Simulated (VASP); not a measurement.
Set up this calculation in VASP 6.6.1, as the native input.

```yaml
Task: single point
Functional: PBE
Potentials_or_basis: VASP PAW PBE potentials, release 64 (B, Ru_pv)
Cutoff: 520 eV
k_mesh: 4 × 4 × 4
Occupations: gaussian, width 0.1 eV
Spin: no spin polarisation
Dipole_correction: no
Further_INCAR_settings: ALGO = Normal; EDIFF = 1e-07; NBANDS = 37
```

The structure of B12Ru lies in POSCAR:

```
B12Ru
1.0
    4.4897323526      0.0000000000      0.0000000000
    0.0000000000      4.4897323526      0.0000000000
    0.0000000000      0.0000000000      4.4897323526
B Ru
12 1
Direct
    0.5000000000      0.7917173859      0.7917173859
    0.5000000000      0.2082826141      0.7917173859
    0.5000000000      0.7917173859      0.2082826141
    0.5000000000      0.2082826141      0.2082826141
    0.7917173859      0.5000000000      0.7917173859
    0.7917173859      0.5000000000      0.2082826141
    0.2082826141      0.5000000000      0.7917173859
    0.2082826141      0.5000000000      0.2082826141
    0.7917173859      0.7917173859      0.5000000000
    0.2082826141      0.7917173859      0.5000000000
    0.7917173859      0.2082826141      0.5000000000
    0.2082826141      0.2082826141      0.5000000000
    0.0000000000      0.0000000000      0.0000000000
```

The cell was built by a generator and needn't be a form met in nature.

The cell isn't the ideal one: random cell by space group and Wyckoff sites (Pm-3m, No. 221).

One way to write it, as run:

INCAR

```
PREC     = Accurate       # precision mode
ENCUT    = 520            # plane-wave cutoff, eV
EDIFF    = 1E-7           # SCF threshold, eV
ISMEAR   = 0              # smearing method
SIGMA    = 0.1            # smearing width, eV
LREAL    = F              # projectors in reciprocal space
LASPH    = T              # aspherical terms in the spheres
NELM     = 100            # most SCF steps
ALGO     = Normal         # electronic algorithm
ISIF     = 2              # what is computed and relaxed
LWAVE    = F              # write WAVECAR
LCHARG   = F              # write CHGCAR
GGA      = PE             # functional
NBANDS   = 37             # bands
```

KPOINTS

```
regular mesh
0
Gamma
  4 4 4
```

Potentials or basis: VASP PAW PBE potentials, release 64 (B, Ru_pv).

The run is started by

```sh
$ cat potpaw_PBE.64/B/POTCAR potpaw_PBE.64/Ru_pv/POTCAR > POTCAR
$ mpirun -np 1 vasp_std > vasp.out
```

It gave:

The pressure is 0.1 GPa and the largest force is 0.012 eV/Å. The band gap on the k mesh is none (metal or under the smearing width).

It took 28 s on 1 thread of Intel(R) Xeon(R) Platinum 8488C (Sapphire Rapids) (shared host), peak memory 0.21 GiB.
